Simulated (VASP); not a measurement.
Crystal: TiSnS4.

```
Ti Sn S
1.0
     0.00000    4.25152    4.25152
     4.25152    0.00000    4.25152
     4.25152    4.25152    0.00000
Ti Sn S
1 1 4
Direct
  0.75000 0.75000 0.75000
  0.00000 0.00000 0.00000
  0.60960 0.17120 0.60960
  0.60960 0.60960 0.60960
  0.17120 0.60960 0.60960
  0.60960 0.60960 0.17120
```

The cell was built by a generator and needn't be a form met in nature.

- Program: VASP 6.6.1
- Task: relaxation of cell and atoms
- Functional: PBE
- Potentials or basis: VASP PAW PBE potentials, release 64 (Ti_sv, Sn_d, S)
- Cutoff: 520 eV
- k mesh: 3 × 3 × 3
- Occupations: gaussian, width 0.15 eV
- Spin: no spin polarisation

At the start: pressure 11.3 GPa; volume 25.62 Å³/atom.

Q: How do energy, volume and symmetry change on relaxing?

A: Over 10 steps the energy falls by 180.1 meV/atom and the volume is 31.31 Å³/atom (+22.2 %); space group F-43m (No. 216, to 0.05 Å).

Step by step:
| step | energy change (eV) | largest force (eV/Å) | pressure (GPa) | volume (Å³) |
| --- | --- | --- | --- | --- |
| 1 | 0.0000 | 2.4710 | 11.31 | 153.70 |
| 2 | -0.3195 | 2.2624 | -3.98 | 197.54 |
| 3 | -0.9450 | 0.7920 | 1.01 | 175.15 |
| 4 | -0.9457 | 0.7465 | 1.20 | 174.68 |
| 5 | -1.0435 | 0.4252 | 0.30 | 181.37 |
| 6 | -1.0735 | 0.2469 | -0.16 | 186.35 |
| 7 | -1.0506 | 0.0766 | -0.94 | 196.56 |
| 8 | -1.0777 | 0.1411 | -0.34 | 189.20 |
| 9 | -1.0794 | 0.1072 | 0.10 | 187.19 |
| 10 | -1.0806 | 0.0169 | 0.02 | 187.89 |

Final structure:
```yaml
crystal:
  lattice:
    - [0.00000, 4.54593, 4.54593]
    - [4.54593, 0.00000, 4.54593]
    - [4.54593, 4.54593, 0.00000]
  atoms:
    - { symbol: Ti, position: [0.75000, 0.75000, 0.75000] }
    - { symbol: Sn, position: [0.00000, 0.00000, 0.00000] }
    - { symbol: S, position: [0.60945, 0.17165, 0.60945] }
    - { symbol: S, position: [0.60945, 0.60945, 0.60945] }
    - { symbol: S, position: [0.17165, 0.60945, 0.60945] }
    - { symbol: S, position: [0.60945, 0.60945, 0.17165] }
```

Caveat: the k mesh is coarse (spacing up to 0.43 Å⁻¹), so the values aren't converged; the volume moved by over 15 % at a fixed basis, so the end points are rough; the relaxation stopped at a loose force limit of 0.08 eV/Å, so its end isn't a converged minimum.
